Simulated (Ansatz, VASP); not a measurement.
# ZrSe3 (ZrSe3 (P2_1/m)): VASP beside Ansatz, part 2 of 2

Wanted: the spread between two codes on one cell, functional and k mesh. The cell is taken from a series of runs on this material, whose earlier steps may have relaxed, scaled, displaced or heated it; both programs get it as it stands.

VASP 6.6.1 and Ansatz 0.2.0.

So far: Starting point; Ansatz: relaxation of cell and atoms, r2SCAN.

### Step 3. VASP: relaxation of cell and atoms, r2SCAN

Level of this step: r2SCAN; plane waves and PAW (Zr_sv, Se) (VASP).

The same cell, functional, mesh and smearing now go to VASP, with its own data sets.

Lines of VASP's logs that name or quote its potential files are left out, and so is its time.

Input file INCAR:

```
SYSTEM = ZrSe3
PREC = Accurate
ENCUT = 550
EDIFF = 1E-07
NELM = 120
ISMEAR = -1
SIGMA = 0.01
LREAL = .FALSE.
ALGO = Normal
METAGGA = R2SCAN
LASPH = .TRUE.
NBANDS = 38
LORBIT = 11
LWAVE = .FALSE.
LCHARG = .FALSE.
ISIF = 3
IBRION = 2
NSW = 80
EDIFFG = -0.005
GGA_COMPAT = .FALSE.
NELMIN = 4
EFERMI = MIDGAP
LMIXTAU = .TRUE.
KPAR = 2
```

Input file POSCAR:

```
ZrSe3
1.0
    5.4803670000      0.0000000000      0.0000000000
    0.0000000000      3.7799490000      0.0000000000
   -1.2856300000      0.0000000000      9.6261990000
Zr Se
2 6
Direct
    0.2855466390      0.2499999339      0.6532092262
    0.7144533610      0.7500000661      0.3467907738
    0.1135641817      0.7500000661      0.8242203387
    0.8864358183      0.2499999339      0.1757796613
    0.5408672263      0.7500000661      0.8216173383
    0.4591329561      0.2499999339      0.1783826617
    0.2377530295      0.7500000661      0.4472685429
    0.7622471530      0.2499999339      0.5527314571
```

Input file KPOINTS:

```
Automatic mesh
0
Gamma
5 7 3
0 0 0
```

Potentials, in the order of the species: Zr_sv and Se (PBE family, release 64).

Started as:

```console
$ mpirun -np 2 vasp_std
```

Numbers of over 12 decimals in the logs are rounded to 6 here.

What it wrote:

```text
[banner, memory and clock lines left out]
running    2 mpi-ranks, on    1 nodes
 distrk:  each k-point on    1 cores,    2 groups
 distr:  one band on    1 cores,    1 groups

 POSCAR found type information on POSCAR ZrSe
 POSCAR found :  2 types and       8 ions
|                                                                             |
|               ----> ADVICE to this user running VASP <----                  |
|                                                                             |
|     You enforced a specific xc type in the INCAR file but a different       |
|     [... a line on the potential file left out ...]
|     I HOPE YOU KNOW WHAT YOU ARE DOING!                                     |
|                                                                             |

 LDA part: xc-table for (None), standard interpolation
 POSCAR, INCAR and KPOINTS ok, starting setup
 FFT: planning ... GRIDC
 FFT: planning ... GRID_SOFT
 FFT: planning ... GRID
 WAVECAR not read
 entering main loop
       N       E                     dE             d eps       ncg     rms          rms(c)
DAV:   1     0.392290651898E+03    0.39229E+03   -0.29590E+04  2432   0.152E+03
DAV:   2    -0.112898082088E+03   -0.50519E+03   -0.49240E+03  2986   0.348E+02
DAV:   3    -0.157221079292E+03   -0.44323E+02   -0.43839E+02  3520   0.902E+01
DAV:   4    -0.161467900044E+03   -0.42468E+01   -0.42311E+01  4312   0.216E+01
DAV:   5    -0.161674997538E+03   -0.20710E+00   -0.20707E+00  3336   0.350E+00    0.214E+01
DAV:   6    -0.150522007880E+03    0.11153E+02   -0.14467E+01  3608   0.183E+01    0.855E+00
DAV:   7    -0.141583026764E+03    0.89390E+01   -0.37590E+00  3084   0.958E+00    0.285E+00
DAV:   8    -0.140999164086E+03    0.58386E+00   -0.32480E+00  3776   0.955E+00    0.233E+00
DAV:   9    -0.140990196200E+03    0.89679E-02   -0.49648E-01  2856   0.496E+00    0.112E+00
DAV:  10    -0.141222964254E+03   -0.23277E+00   -0.13651E+00  2916   0.712E+00    0.615E-01
DAV:  11    -0.141227387378E+03   -0.44231E-02   -0.56724E-02  3130   0.132E+00    0.474E-01
DAV:  12    -0.141200835250E+03    0.26552E-01   -0.27020E-02  3202   0.886E-01    0.250E-01
DAV:  13    -0.141257670050E+03   -0.56835E-01   -0.56290E-02  2704   0.136E+00    0.205E-01
DAV:  14    -0.141253727485E+03    0.39426E-02   -0.44120E-03  2900   0.459E-01    0.167E-01
DAV:  15    -0.141257125474E+03   -0.33980E-02   -0.64962E-03  3156   0.447E-01    0.501E-02
DAV:  16    -0.141257462480E+03   -0.33701E-03   -0.90576E-04  3090   0.181E-01    0.257E-02
DAV:  17    -0.141257491696E+03   -0.29215E-04   -0.82271E-05  2774   0.771E-02    0.201E-02
DAV:  18    -0.141257523195E+03   -0.31499E-04   -0.62003E-05  3110   0.540E-02    0.822E-03
DAV:  19    -0.141257551261E+03   -0.28066E-04   -0.15042E-05  2806   0.243E-02    0.249E-03
DAV:  20    -0.141257555413E+03   -0.41522E-05   -0.18568E-06  2834   0.110E-02    0.227E-03
DAV:  21    -0.141257556822E+03   -0.14096E-05   -0.10871E-06  3032   0.600E-03    0.687E-04
DAV:  22    -0.141257556981E+03   -0.15849E-06   -0.20265E-07  1890   0.308E-03    0.518E-04
DAV:  23    -0.141257557031E+03   -0.49956E-07   -0.61912E-08  1648   0.138E-03
   1 F= -.14125756E+03 E0= -.14125756E+03  d E =-.141258E+03
[... from here on, the cycles between the ionic steps are left out ...]
   2 F= -.14125761E+03 E0= -.14125761E+03  d E =-.572814E-04
   9 F= -.14125775E+03 E0= -.14125775E+03  d E =-.299719E-04
  10 F= -.14125780E+03 E0= -.14125780E+03  d E =-.788454E-04
  11 F= -.14125781E+03 E0= -.14125781E+03  d E =-.817451E-04
  12 F= -.14125784E+03 E0= -.14125784E+03  d E =-.339855E-04
  13 F= -.14125784E+03 E0= -.14125784E+03  d E =-.340154E-04
  14 F= -.14125787E+03 E0= -.14125787E+03  d E =-.265064E-04
  15 F= -.14125787E+03 E0= -.14125787E+03  d E =-.266163E-04
  16 F= -.14125789E+03 E0= -.14125789E+03  d E =-.195329E-04
  17 F= -.14125789E+03 E0= -.14125789E+03  d E =-.197157E-04
 curvature:  -1.31 expect dE=-0.141E-04 dE for cont linesearch -0.334E-07
 trial: gam= 0.34439 g(F)=  0.569E-05 g(S)=  0.511E-05 ort =-0.154E-05 (trialstep = 0.113E+01)
 search vector abs. value=  0.207E-04
 bond charge predicted
       N       E                     dE             d eps       ncg     rms          rms(c)
DAV:   1    -0.141257899106E+03   -0.12482E-04   -0.21184E-03  2432   0.252E-01    0.283E-02
DAV:   2    -0.141257894052E+03    0.50543E-05   -0.10217E-04  2950   0.529E-02    0.134E-02
DAV:   3    -0.141257895179E+03   -0.11277E-05   -0.10508E-05  3072   0.191E-02    0.637E-03
DAV:   4    -0.141257894107E+03    0.10727E-05   -0.28433E-06  3658   0.902E-03    0.294E-03
DAV:   5    -0.141257894013E+03    0.93825E-07   -0.20848E-06  2856   0.978E-03    0.169E-03
DAV:   6    -0.141257894004E+03    0.91359E-08   -0.86514E-07  2754   0.637E-03
  18 F= -.14125789E+03 E0= -.14125789E+03  d E =-.737192E-05
 trial-energy change:   -0.000007  1 .order   -0.000007   -0.000012   -0.000002
 step:   1.4147(harm=  1.4147)  dis= 0.00041  next Energy=  -141.257894 (dE=-0.727E-05)
 reached required accuracy - stopping structural energy minimisation
```

Parts of OUTCAR (step 3):

```text
ion  position               nearest neighbor table
   1  0.286  0.250  0.653-   7 2.74   7 2.74   5 2.76   5 2.76   3 2.76   3 2.76   8 2.90   8 2.91

  LATTYP: Found a simple monoclinic cell.
 ALAT       =     5.4803670000
 B/A-ratio  =     0.6897255239
 C/A-ratio  =     1.7720840412
 COS(beta)  =    -0.1323798977

 Subroutine GETGRP returns: Found  4 space group operations
 (whereof  2 operations were pure point group operations)

The static configuration has the point symmetry S_2 .
 The point group associated with its full space group is C_2h.

 Found     32 irreducible k-points:

   k-points           NKPTS =     32   k-points in BZ     NKDIM =     32   number of bands    NBANDS=     38

   dimension x,y,z NGX =    42 NGY =   30 NGZ =   80
   dimension x,y,z NGXF=    84 NGYF=   60 NGZF=  160

   ENCUT  =  550.0 eV  40.42 Ry    6.36 a.u.  10.48  7.23 18.57*2*pi/ulx,y,z

   NELECT =      60.0000    total number of electrons

 k-points in reciprocal lattice and weights: Automatic mesh
   0.00000000  0.00000000  0.00000000       0.010
   0.20000000  0.00000000  0.00000000       0.019
   0.40000000  0.00000000  0.00000000       0.019
   0.00000000  0.14285714  0.00000000       0.019
   0.20000000  0.14285714  0.00000000       0.038
   0.40000000  0.14285714  0.00000000       0.038
   0.00000000  0.28571429  0.00000000       0.019
   0.20000000  0.28571429  0.00000000       0.038
   0.40000000  0.28571429  0.00000000       0.038
[...]
-0.40000000  0.42857143  0.33333333       0.038
  -0.20000000  0.42857143  0.33333333       0.038

 average (electrostatic) potential at core
       1 -85.4428       2 -85.4428       3 -58.5877       4 -58.5877       5 -58.5990
       6 -58.5990       7 -57.6813       8 -57.6813

 E-fermi :   4.4288

 k-point     1 :       0.0000    0.0000    0.0000
  band No.  band energies     occupation
    ...
     26       3.2097      2.00000
     27       3.3299      2.00000
     28       3.4253      2.00000
     29       3.8948      2.00000
     30       3.9155      2.00000
     31       5.0563      0.00000
     32       5.4085      0.00000
     33       6.8936      0.00000
     34       7.1238      0.00000
     35       7.2794      0.00000
    ...

 k-point     2 :       0.2000    0.0000    0.0000
  band No.  band energies     occupation
    ...
     26       3.0184      2.00000
     27       3.4497      2.00000
     28       3.4544      2.00000
     29       3.5189      2.00000
     30       3.9041      2.00000
     31       5.1826      0.00000
     32       5.4451      0.00000
     33       6.3360      0.00000
     34       6.7372      0.00000
     35       7.0196      0.00000
    ...

 k-point     3 :       0.4000    0.0000    0.0000
  band No.  band energies     occupation
    ...
     26       2.5304      2.00000
     27       3.2042      2.00000
     28       3.4892      2.00000
     29       3.5385      2.00000
     30       3.7226      2.00000
     31       5.0144      0.00000
     32       5.1972      0.00000
     33       5.5104      0.00000
     34       5.5993      0.00000
     35       6.3779      0.00000
    ...

  Total       -0.0039377     -0.0038557      0.0062423      0.0000000      0.0000000      0.0038805
  in kB       -0.0315374     -0.0308808      0.0499951      0.0000000      0.0000000      0.0310790
  external PRESSURE =      -0.0041410 kB  Pullay stress =       0.0000000 kB

  energy-cutoff  :      550.00
  volume of cell :      200.04
      direct lattice vectors                 reciprocal lattice vectors
     5.477596425  0.000000000  0.000996912     0.182557410  0.000000000  0.024258148
     0.000000000  3.781606403  0.000000000     0.000000000  0.264437885  0.000000000
    -1.283242739  0.000000000  9.657187107    -0.000018845  0.000000000  0.103547317

 POSITION                                       TOTAL-FORCE (eV/Angst)
 -----------------------------------------------------------------------------------
      0.72621      0.94540      6.30410         0.001037      0.000000     -0.001230
      3.46814      2.83621      3.35408        -0.001037     -0.000000      0.001230
     -0.43653      2.83621      7.94941         0.000505     -0.000000     -0.001886
      4.63088      0.94540      1.70878        -0.000505      0.000000      0.001886
      1.90874      2.83621      7.92450        -0.000836     -0.000000      0.000640
      2.28562      0.94540      1.73368         0.000836      0.000000     -0.000640
      0.72690      2.83621      4.32206        -0.002313      0.000000     -0.001203
      3.46746      0.94540      5.33613         0.002313     -0.000000      0.001203
 -----------------------------------------------------------------------------------
    total drift:                               -0.000637     -0.001393      0.000991

  FREE ENERGIE OF THE ION-ELECTRON SYSTEM (eV)
  ---------------------------------------------------
  free  energy   TOTEN  =      -141.2578940036 eV

  energy  without entropy=     -141.2578940036  energy(sigma->0) =     -141.25789400

 reached required accuracy - stopping structural energy minimisation

 total charge
# of ion       s       p       d       tot
------------------------------------------
    1        2.141   5.991   1.454   9.586
    2        2.141   5.991   1.454   9.586
    3        1.485   2.336   0.048   3.868
    4        1.485   2.336   0.048   3.868
    5        1.484   2.339   0.048   3.872
    6        1.484   2.339   0.048   3.872
    7        1.442   2.482   0.028   3.952
    8        1.442   2.482   0.028   3.952
--------------------------------------------------
tot         13.105  26.296   3.155  42.557

[... 3 further parts left out ...]
```

### Step 4. Side by side

Known differences besides the potentials themselves: VASP keeps PBE cores, Ansatz makes them for the functional; the data sets hold 120 valence electrons in Ansatz (on its default PAW (the set named soft_2) files) and 60 in VASP; the cutoff is 500 eV in Ansatz and 550 eV in VASP; Ansatz adds a Pulay correction to the stress that steers its cell, VASP none. Total energies have different zeros and are not compared.

Compared:

```csv
quantity,Ansatz,VASP,difference
volume (Å³),200.18,200.04,+0.07 %
"edge a after relaxation, in the typed setting (Å)",5.476,5.478,-0.03 %
"edge b after relaxation, in the typed setting (Å)",3.782,3.782,+0.00 %
"edge c after relaxation, in the typed setting (Å)",9.752,9.742,+0.11 %
```

### Step 5. What came out

* difference in edge c after relaxation, in the typed setting (relaxation of cell and atoms, r2SCAN): 0.11 %

What this shows: The difference in edge c after relaxation, in the typed setting is 0.11 % (relaxation of cell and atoms, r2SCAN), within the 1.2 % picked in this series as the mark of a large difference, as far as the stopping tolerances let one tell. The data sets hold unlike numbers of valence electrons (120 in Ansatz and 60 in VASP), so part of the differences comes from the potentials. How closely two codes agree says nothing of how well the functional describes the real material.

[Lines on the potential files, build, host, timing and source positions are cut from VASP's logs without a mark.]

[Logs are printed without paths, hosts, clocks, repeated set-up lines and the standing remarks that a program may print on its own settings, such as how far it seeks lower states.]

[Hosts, paths, dates, database ids (printed as entryN), source tags and the programs' standing remarks are cut or masked in the printed files.]
